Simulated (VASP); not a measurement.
Ni$_{3}$Al (L1_2): computed properties

Level of theory: r2SCAN meta-GGA, VASP's PBE PAW potentials (set 64) (plane waves; VASP).

For Ni₃Al, the space group is Pm-3m (221), the cell comes out as a = b = c = 3.5234 Å, α = β = γ = 90.00° and the volume per atom comes out as 10.94 Å^3/atom. The band gap (over mesh and band path) is none (metal, semimetal or under 0.01 eV) and the cell moment is 0.89 μB. The density is 7.71 g/cm³.

```yaml
crystal:
  lattice:
    - [3.52343, 0.00000, 0.00000]
    - [0.00000, 3.52343, 0.00000]
    - [0.00000, 0.00000, 3.52343]
  atoms:
    - { symbol: Al, position: [0.00000, 0.00000, 0.00000] }
    - { symbol: Ni, position: [0.00000, 0.50000, 0.50000], spin: 0.3 }
    - { symbol: Ni, position: [0.50000, 0.00000, 0.50000], spin: 0.3 }
    - { symbol: Ni, position: [0.50000, 0.50000, 0.00000], spin: 0.3 }
```

Measured: a 3.572 Å (computed value off by -1.4 %), as given by Tensorial elastic properties and stability of interface states associated with Σ5(210) grain boundaries in Ni3(Al,Si). The calculation is for a static lattice, while the measured a holds thermal and zero-point effects, which are part of the difference.

The compound is Ni3Al in the L1_2 structure. It was relaxed first. Symmetry was kept, so distortions that lower it aren't found.
